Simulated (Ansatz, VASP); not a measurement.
# MoS2: VASP beside Ansatz, part 2 of 2

One calculation is typed for both programs; each brings its own data sets. How far apart do they land? The cell is taken from a series of runs on this material, whose earlier steps may have relaxed, scaled, displaced or heated it; both programs get it as it stands.

VASP 6.6.1 and Ansatz 0.2.0.

So far: The structure; Ansatz: zone-centre phonons, PBE with D3(BJ).

## Step 3: VASP: zone-centre phonons, PBE with D3(BJ)

Level of this step: PBE with D3(BJ), no spin polarisation; plane waves and PAW (S, Mo_sv) (VASP).

The same cell, functional and mesh now go to VASP, with its own data sets.

Lines of VASP's logs that name or quote its potential files are left out, and so is its time.

The input, INCAR:

```
SYSTEM = MoS2
PREC = Accurate
ENCUT = 500
EDIFF = 1E-08
NELM = 120
ISMEAR = 0
SIGMA = 0.01
LREAL = .FALSE.
ALGO = Normal
GGA = PE
IVDW = 12
NBANDS = 32
LASPH = .TRUE.
LORBIT = 11
LWAVE = .FALSE.
LCHARG = .FALSE.
ISIF = 2
IBRION = 6
NFREE = 2
POTIM = 0.015
NSW = 1
GGA_COMPAT = .FALSE.
EFERMI = MIDGAP
KPAR = 2
```

The input, POSCAR:

```
MoS2
1.0
    3.1447060422      0.0000000000      0.0000000000
   -1.5723530211      2.7233953200      0.0000000000
    0.0000000000      0.0000000000     12.0043891741
S Mo
4 2
Direct
    0.3333333333      0.6666666667      0.6195319735
    0.6666666667      0.3333333333      0.1195319735
    0.3333333333      0.6666666667      0.8804680265
    0.6666666667      0.3333333333      0.3804680265
    0.3333333333      0.6666666667      0.2500000000
    0.6666666667      0.3333333333      0.7500000000
```

The input, KPOINTS:

```
Automatic mesh
0
Gamma
12 12 4
0 0 0
```

PAW data sets: S and Mo_sv (PBE family, release 64).

Started as:

```
> mpirun -np 2 vasp_std
```

Numbers of over 12 decimals in the logs are rounded to 6 here.

The program printed:

```text
[banner, memory and clock lines left out]
running    2 mpi-ranks, on    1 nodes
 distrk:  each k-point on    1 cores,    2 groups
 distr:  one band on    1 cores,    1 groups

 POSCAR found type information on POSCAR S Mo
 POSCAR found :  2 types and       6 ions
 LDA part: xc-table for (Slater+PW92), standard interpolation
 POSCAR, INCAR and KPOINTS ok, starting setup
 FFT: planning ... GRIDC
 FFT: planning ... GRID_SOFT
 FFT: planning ... GRID
 WAVECAR not read
 entering main loop
       N       E                     dE             d eps       ncg     rms          rms(c)
DAV:   1     0.438719059927E+03    0.43872E+03   -0.29272E+04  4064   0.151E+03
DAV:   2    -0.227762968213E+02   -0.46150E+03   -0.44900E+03  4464   0.388E+02
DAV:   3    -0.459159600307E+02   -0.23140E+02   -0.22927E+02  4744   0.769E+01
DAV:   4    -0.463669108376E+02   -0.45095E+00   -0.45007E+00  4456   0.108E+01
DAV:   5    -0.463774906013E+02   -0.10580E-01   -0.10574E-01  4616   0.159E+00    0.350E+01
DAV:   6    -0.442605736525E+02    0.21169E+01   -0.19274E+01  3952   0.243E+01    0.134E+01
DAV:   7    -0.438655781138E+02    0.39500E+00   -0.88074E+00  4016   0.156E+01    0.835E+00
DAV:   8    -0.435118279285E+02    0.35375E+00   -0.14478E+00  4536   0.687E+00    0.306E+00
DAV:   9    -0.435252487836E+02   -0.13421E-01   -0.14414E-01  4824   0.186E+00    0.140E+00
DAV:  10    -0.435156914626E+02    0.95573E-02   -0.63797E-02  4456   0.145E+00    0.320E-01
DAV:  11    -0.435157130912E+02   -0.21629E-04   -0.25424E-03  4616   0.287E-01    0.201E-01
DAV:  12    -0.435156128388E+02    0.10025E-03   -0.46234E-04  4600   0.113E-01    0.846E-02
DAV:  13    -0.435156165796E+02   -0.37408E-05   -0.14369E-04  4928   0.627E-02    0.120E-02
DAV:  14    -0.435156186318E+02   -0.20523E-05   -0.10809E-05  4464   0.187E-02    0.166E-02
DAV:  15    -0.435156190408E+02   -0.40894E-06   -0.18639E-06  4408   0.789E-03    0.508E-03
DAV:  16    -0.435156188800E+02    0.16081E-06   -0.12170E-06  4512   0.619E-03    0.102E-03
DAV:  17    -0.435156189353E+02   -0.55375E-07   -0.59266E-08  3920   0.153E-03    0.909E-04
DAV:  18    -0.435156189115E+02    0.23870E-07   -0.27318E-09  2832   0.291E-04    0.658E-04
DAV:  19    -0.435156188998E+02    0.11661E-07   -0.25341E-09  2640   0.257E-04    0.197E-04
DAV:  20    -0.435156188969E+02    0.29295E-08   -0.50149E-10  2600   0.970E-05
   1 F= -.46168333E+02 E0= -.46168333E+02  d E =0.000000E+00
[... from here on, the cycles between the ionic steps are left out ...]
   2 F= -.46167221E+02 E0= -.46167221E+02  d E =0.000000E+00
   3 F= -.46167221E+02 E0= -.46167221E+02  d E =0.000000E+00
   4 F= -.46166551E+02 E0= -.46166551E+02  d E =0.000000E+00
   5 F= -.46166151E+02 E0= -.46166151E+02  d E =0.000000E+00
   6 F= -.46166023E+02 E0= -.46166023E+02  d E =0.000000E+00
   7 F= -.46166023E+02 E0= -.46166023E+02  d E =0.000000E+00
   8 F= -.46164881E+02 E0= -.46164881E+02  d E =0.000000E+00
 Finite differences progress:
  Degree of freedom:   4/  4
  Displacement:        1/  2
  Total:               7/  8
 bond charge predicted
       N       E                     dE             d eps       ncg     rms          rms(c)
DAV:   1    -0.434991331798E+02    0.13027E-01   -0.56945E+00  4416   0.160E+01    0.580E-01
DAV:   2    -0.435125637624E+02   -0.13431E-01   -0.14492E-01  5240   0.243E+00    0.166E-01
DAV:   3    -0.435121269176E+02    0.43684E-03   -0.23179E-03  5672   0.317E-01    0.941E-02
DAV:   4    -0.435121545520E+02   -0.27634E-04   -0.91978E-04  5464   0.156E-01    0.532E-02
DAV:   5    -0.435121566260E+02   -0.20740E-05   -0.63024E-05  5576   0.490E-02    0.432E-02
DAV:   6    -0.435121602726E+02   -0.36466E-05   -0.10909E-05  5600   0.225E-02    0.209E-02
DAV:   7    -0.435121599598E+02    0.31282E-06   -0.44847E-06  5688   0.123E-02    0.691E-03
DAV:   8    -0.435121597853E+02    0.17451E-06   -0.24239E-06  5432   0.872E-03    0.178E-03
DAV:   9    -0.435121598112E+02   -0.25918E-07   -0.12520E-07  5184   0.211E-03    0.133E-03
DAV:  10    -0.435121598170E+02   -0.57908E-08   -0.82536E-09  3360   0.501E-04
   9 F= -.46164881E+02 E0= -.46164881E+02  d E =0.000000E+00
 Finite differences progress:
  Degree of freedom:   4/  4
  Displacement:        2/  2
  Total:               8/  8
```

OUTCAR, selected parts (step 3):

```text
ion  position               nearest neighbor table
   1  0.333  0.667  0.620-   6 2.40   6 2.40   6 2.40
   2  0.667  0.333  0.120-   5 2.40   5 2.40   5 2.40
   3  0.333  0.667  0.880-   6 2.40   6 2.40   6 2.40
   4  0.667  0.333  0.380-   5 2.40   5 2.40   5 2.40
   5  0.333  0.667  0.250-   2 2.40   4 2.40   2 2.40   4 2.40   2 2.40   4 2.40
   6  0.667  0.333  0.750-   1 2.40   3 2.40   1 2.40   3 2.40   1 2.40   3 2.40

  LATTYP: Found a hexagonal cell.
 ALAT       =     3.1447060422
 C/A-ratio  =     3.8173326896

 Subroutine GETGRP returns: Found 24 space group operations
 (whereof 12 operations were pure point group operations)

The static configuration has the point symmetry D_3d.
 The point group associated with its full space group is D_6h.

 Found     57 irreducible k-points:

   k-points           NKPTS =     57   k-points in BZ     NKDIM =     57   number of bands    NBANDS=     32

   dimension x,y,z NGX =    24 NGY =   24 NGZ =   90
   dimension x,y,z NGXF=    48 NGYF=   48 NGZF=  180

   ENCUT  =  500.0 eV  36.75 Ry    6.06 a.u.   5.73  5.73 21.89*2*pi/ulx,y,z

   NELECT =      52.0000    total number of electrons

 k-points in reciprocal lattice and weights: Automatic mesh
   0.00000000  0.00000000  0.00000000       0.002
   0.08333333  0.00000000  0.00000000       0.010
   0.16666667  0.00000000  0.00000000       0.010
   0.25000000  0.00000000  0.00000000       0.010
   0.33333333  0.00000000  0.00000000       0.010
   0.41666667  0.00000000  0.00000000       0.010
   0.50000000  0.00000000  0.00000000       0.005
   0.08333333  0.08333333  0.00000000       0.010
   0.16666667  0.08333333  0.00000000       0.021
[...]
0.33333333  0.25000000  0.50000000       0.021
   0.33333333  0.33333333  0.50000000       0.003

 Edisp (eV)   -2.65272

 average (electrostatic) potential at core
       1 -83.9541       2 -83.9566       3 -83.9514       4 -83.9495       5 -74.1812
       6 -74.1812

 E-fermi :   8.4853

 k-point     1 :       0.0000    0.0000    0.0000
  band No.  band energies     occupation
    ...
     22       5.9410      2.00000
     23       5.9410      2.00000
     24       6.7810      2.00000
     25       7.0387      2.00000
     26       8.1074      2.00000
     27      10.1734      0.00000
     28      10.1734      0.00000
     29      10.2131      0.00000
     30      10.2131      0.00000
     31      10.3183      0.00000
    ...

 k-point     2 :       0.0833    0.0000    0.0000
  band No.  band energies     occupation
    ...
     22       5.7733      2.00000
     23       6.0018      2.00000
     24       6.8012      2.00000
     25       7.1342      2.00000
     26       7.8699      2.00000
[...]
-0.00000      1.81560     10.56948         0.000000     -0.000000     -0.014526
      1.57235      0.90780      4.56729        -0.000000      0.000000     -0.238133
     -0.00000      1.81560      2.98610        -0.000000      0.000000      0.460218
      1.57235      0.90780      9.00329        -0.000000     -0.000000     -0.003709
 -----------------------------------------------------------------------------------
    total drift:                                0.000000      0.000000      0.000296

  FREE ENERGIE OF THE ION-ELECTRON SYSTEM (eV)
  ---------------------------------------------------
  free  energy   TOTEN  =       -46.1648810901 eV

  energy  without entropy=      -46.1648810901  energy(sigma->0) =      -46.16488109

 Eigenvectors and eigenvalues of the dynamical matrix
 ----------------------------------------------------

   1 f  =   14.090523 THz    88.533366 2PiTHz  470.009251 cm-1    58.273694 meV
             X         Y         Z           dx          dy          dz
     -0.000000  1.815597  7.437103     0.000000   -0.000000    0.392386
      1.572353  0.907798  1.434908     0.000000   -0.000000   -0.392386
     -0.000000  1.815597 10.569481     0.000000   -0.000000    0.392386
      1.572353  0.907798  4.567286     0.000000   -0.000000   -0.392386
     -0.000000  1.815597  3.001097    -0.000000    0.000000    0.438254
      1.572353  0.907798  9.003292    -0.000000    0.000000   -0.438254

   2 f  =   13.908517 THz    87.389787 2PiTHz  463.938174 cm-1    57.520977 meV
             X         Y         Z           dx          dy          dz
     -0.000000  1.815597  7.437103     0.000000    0.000000   -0.387062
      1.572353  0.907798  1.434908     0.000000    0.000000   -0.387062
     -0.000000  1.815597 10.569481     0.000000    0.000000   -0.387062
      1.572353  0.907798  4.567286     0.000000    0.000000   -0.387062
     -0.000000  1.815597  3.001097    -0.000000   -0.000000    0.447623
      1.572353  0.907798  9.003292    -0.000000   -0.000000    0.447623

   3 f  =   12.340225 THz    77.535922 2PiTHz  411.625606 cm-1    51.035048 meV
             X         Y         Z           dx          dy          dz
     -0.000000  1.815597  7.437103    -0.000000   -0.000000    0.500000
      1.572353  0.907798  1.434908     0.000000    0.000000    0.500000
     -0.000000  1.815597 10.569481    -0.000000   -0.000000   -0.500000
      1.572353  0.907798  4.567286     0.000000    0.000000   -0.500000
     -0.000000  1.815597  3.001097    -0.000000   -0.000000   -0.000000
      1.572353  0.907798  9.003292     0.000000    0.000000    0.000000

   4 f  =   12.038085 THz    75.637520 2PiTHz  401.547302 cm-1    49.785498 meV
             X         Y         Z           dx          dy          dz
     -0.000000  1.815597  7.437103     0.000000    0.000000    0.500000
      1.572353  0.907798  1.434908     0.000000   -0.000000   -0.500000
     -0.000000  1.815597 10.569481     0.000000    0.000000   -0.500000
      1.572353  0.907798  4.567286     0.000000   -0.000000    0.500000
     -0.000000  1.815597  3.001097    -0.000000    0.000000    0.000000
      1.572353  0.907798  9.003292    -0.000000   -0.000000    0.000000

   5 f  =   11.413776 THz    71.714867 2PiTHz  380.722572 cm-1    47.203562 meV
             X         Y         Z           dx          dy          dz
     -0.000000  1.815597  7.437103    -0.000006   -0.387066   -0.000000
      1.572353  0.907798  1.434908    -0.000006   -0.387066   -0.000000
     -0.000000  1.815597 10.569481    -0.000006   -0.387066    0.000000
      1.572353  0.907798  4.567286    -0.000006   -0.387066   -0.000000
     -0.000000  1.815597  3.001097     0.000007    0.447615    0.000000
      1.572353  0.907798  9.003292     0.000007    0.447615    0.000000

   6 f  =   11.413776 THz    71.714867 2PiTHz  380.722572 cm-1    47.203562 meV
             X         Y         Z           dx          dy          dz
     -0.000000  1.815597  7.437103     0.387066   -0.000006   -0.000000
      1.572353  0.907798  1.434908     0.387066   -0.000006    0.000000
     -0.000000  1.815597 10.569481     0.387066   -0.000006    0.000000
      1.572353  0.907798  4.567286     0.387066   -0.000006   -0.000000
     -0.000000  1.815597  3.001097    -0.447615    0.000007   -0.000000
      1.572353  0.907798  9.003292    -0.447615    0.000007    0.000000

   7 f  =   11.403489 THz    71.650234 2PiTHz  380.379448 cm-1    47.161020 meV
             X         Y         Z           dx          dy          dz
     -0.000000  1.815597  7.437103     0.000002   -0.388248    0.000000
      1.572353  0.907798  1.434908    -0.000002    0.388248   -0.000000
     -0.000000  1.815597 10.569481     0.000002   -0.388248   -0.000000
      1.572353  0.907798  4.567286    -0.000002    0.388248    0.000000
     -0.000000  1.815597  3.001097     0.000003   -0.445564   -0.000000
      1.572353  0.907798  9.003292    -0.000003    0.445564   -0.000000

   8 f  =   11.403489 THz    71.650234 2PiTHz  380.379448 cm-1    47.161020 meV
             X         Y         Z           dx          dy          dz
     -0.000000  1.815597  7.437103    -0.388248   -0.000002   -0.000000
      1.572353  0.907798  1.434908     0.388248    0.000002   -0.000000
     -0.000000  1.815597 10.569481    -0.388248   -0.000002    0.000000
      1.572353  0.907798  4.567286     0.388248    0.000002    0.000000
     -0.000000  1.815597  3.001097    -0.445564   -0.000003    0.000000
      1.572353  0.907798  9.003292     0.445564    0.000003    0.000000

   9 f  =    8.545087 THz    53.690366 2PiTHz  285.033428 cm-1    35.339625 meV
             X         Y         Z           dx          dy          dz
     -0.000000  1.815597  7.437103    -0.000008   -0.500000    0.000000
      1.572353  0.907798  1.434908    -0.000008   -0.500000   -0.000000
     -0.000000  1.815597 10.569481     0.000008    0.500000   -0.000000
      1.572353  0.907798  4.567286     0.000008    0.500000    0.000000
     -0.000000  1.815597  3.001097    -0.000000   -0.000000    0.000000
      1.572353  0.907798  9.003292     0.000000   -0.000000    0.000000

  10 f  =    8.545087 THz    53.690366 2PiTHz  285.033428 cm-1    35.339625 meV
             X         Y         Z           dx          dy          dz
     -0.000000  1.815597  7.437103    -0.500000    0.000008    0.000000
      1.572353  0.907798  1.434908    -0.500000    0.000008    0.000000
     -0.000000  1.815597 10.569481     0.500000   -0.000008   -0.000000
      1.572353  0.907798  4.567286     0.500000   -0.000008   -0.000000
     -0.000000  1.815597  3.001097     0.000000    0.000000    0.000000
      1.572353  0.907798  9.003292    -0.000000    0.000000   -0.000000

  11 f  =    8.437475 THz    53.014220 2PiTHz  281.443877 cm-1    34.894578 meV
             X         Y         Z           dx          dy          dz
     -0.000000  1.815597  7.437103    -0.000005    0.500000   -0.000000
      1.572353  0.907798  1.434908     0.000005   -0.500000    0.000000
     -0.000000  1.815597 10.569481     0.000005   -0.500000    0.000000
      1.572353  0.907798  4.567286    -0.000005    0.500000    0.000000
     -0.000000  1.815597  3.001097     0.000000    0.000000    0.000000
      1.572353  0.907798  9.003292    -0.000000    0.000000    0.000000

  12 f  =    8.437475 THz    53.014220 2PiTHz  281.443877 cm-1    34.894578 meV
             X         Y         Z           dx          dy          dz
     -0.000000  1.815597  7.437103     0.500000    0.000005   -0.000000
      1.572353  0.907798  1.434908    -0.500000   -0.000005   -0.000000
     -0.000000  1.815597 10.569481    -0.500000   -0.000005    0.000000
      1.572353  0.907798  4.567286     0.500000    0.000005    0.000000
     -0.000000  1.815597  3.001097     0.000000   -0.000000   -0.000000
      1.572353  0.907798  9.003292     0.000000    0.000000    0.000000

  13 f  =    2.020542 THz    12.695442 2PiTHz   67.398036 cm-1     8.356288 meV
             X         Y         Z           dx          dy          dz
     -0.000000  1.815597  7.437103    -0.000000   -0.000000   -0.309893
      1.572353  0.907798  1.434908     0.000000    0.000000    0.309893
     -0.000000  1.815597 10.569481    -0.000000   -0.000000   -0.309893
      1.572353  0.907798  4.567286     0.000000    0.000000    0.309893
     -0.000000  1.815597  3.001097     0.000000    0.000000    0.554917
      1.572353  0.907798  9.003292    -0.000000   -0.000000   -0.554917
    [... 42 further lines ...]
      1.572353  0.907798  4.567286     0.000000   -0.000000    0.316517
     -0.000000  1.815597  3.001097     0.000000   -0.000000    0.547388
      1.572353  0.907798  9.003292     0.000000   -0.000000    0.547388

 ELASTIC MODULI CONTR FROM IONIC RELAXATION (kBar)
 Direction    XX          YY          ZZ          XY          YZ          ZX
 --------------------------------------------------------------------------------
 XX        -390.9290   -246.3357   -877.8343      0.0000      0.0000     -0.0000
 YY        -246.3357   -390.9290   -877.8343     -0.0000      0.0000     -0.0000
 ZZ        -877.8343   -877.8343  -2418.4398      0.0000      0.0000     -0.0000
 XY           0.0000     -0.0000      0.0000    -72.2966     -0.0000      0.0000
 YZ           0.0000      0.0000      0.0000     -0.0000  -1284.4868      0.0000
 ZX          -0.0000     -0.0000     -0.0000     -0.0000      0.0000  -1284.4861
 --------------------------------------------------------------------------------

 total charge
# of ion       s       p       d       tot
------------------------------------------
    1        1.366   2.344   0.000   3.710
    2        1.366   2.344   0.000   3.710
    3        1.366   2.344   0.000   3.710
    4        1.366   2.344   0.000   3.710
    5        2.295   6.226   3.970  12.491
    6        2.295   6.226   3.970  12.491
--------------------------------------------------
tot         10.053  21.829   7.940  39.823
```

This run has no spin polarisation, so a moment on Mo, if there is one, isn't seen. The last energy, forces, stress and levels in OUTCAR belong to the last displaced cell, not to the cell of POSCAR.

Levels, forces or a CONTCAR printed for this step are those of its last displaced cell, not of the structure at rest.

## Step 4: Comparison

Known differences besides the potentials themselves: fixed occupations in Ansatz, narrow Gaussian smearing in VASP; the cutoff is 420 eV in Ansatz and 500 eV in VASP; Ansatz takes the dispersion share of the force constants at frozen C6 weights, VASP differentiates the full forces; VASP uses finite displacements, Ansatz perturbation theory. Total energies have different zeros and are not compared.

The two programs side by side:

```
                    quantity  Ansatz   VASP  difference
  optical mode 1 to 2 (cm⁻¹)    37.9   37.9         0.0
       optical mode 3 (cm⁻¹)    66.9   67.4     -0.78 %
  optical mode 4 to 5 (cm⁻¹)   282.0  281.4     +0.21 %
  optical mode 6 to 7 (cm⁻¹)   285.6  285.0     +0.19 %
  optical mode 8 to 9 (cm⁻¹)   381.0  380.4     +0.16 %
optical mode 10 to 11 (cm⁻¹)   381.3  380.7     +0.16 %
      optical mode 12 (cm⁻¹)   402.4  401.5     +0.22 %
      optical mode 13 (cm⁻¹)   412.4  411.6     +0.19 %
      optical mode 14 (cm⁻¹)   464.3  463.9     +0.08 %
      optical mode 15 (cm⁻¹)   470.5  470.0     +0.11 %
```

Modes are paired by rising frequency, not by their patterns, so a pair may set unlike modes beside each other; they are those without the splitting of longitudinal modes.

## Step 5: Outcome

```
r.m.s. difference of the optical zone-centre modes, each program's sorted by frequency (zone-centre phonons, PBE with D3(BJ)) : 0.56 cm⁻¹
difference in optical mode 3 (zone-centre phonons, PBE with D3(BJ))                                                           : -0.8 %
```

**Reading.** The r.m.s. difference of the optical zone-centre modes, each program's sorted by frequency is 0.56 cm⁻¹ (zone-centre phonons, PBE with D3(BJ)). Among the rows given in per cent, the largest difference of the zone-centre phonons, PBE with D3(BJ) pair is in optical mode 3, -0.8 %. How closely two codes agree says nothing of how well the functional describes the real material.

[Lines on the potential files, build, host, timing and source positions are cut from VASP's logs without a mark.]

[Logs are printed without paths, hosts, clocks, repeated set-up lines and the standing remarks that a program may print on its own settings, such as how far it seeks lower states.]

[Hosts, paths, dates, database ids (printed as entryN), source tags and the programs' standing remarks are cut or masked in the printed files.]
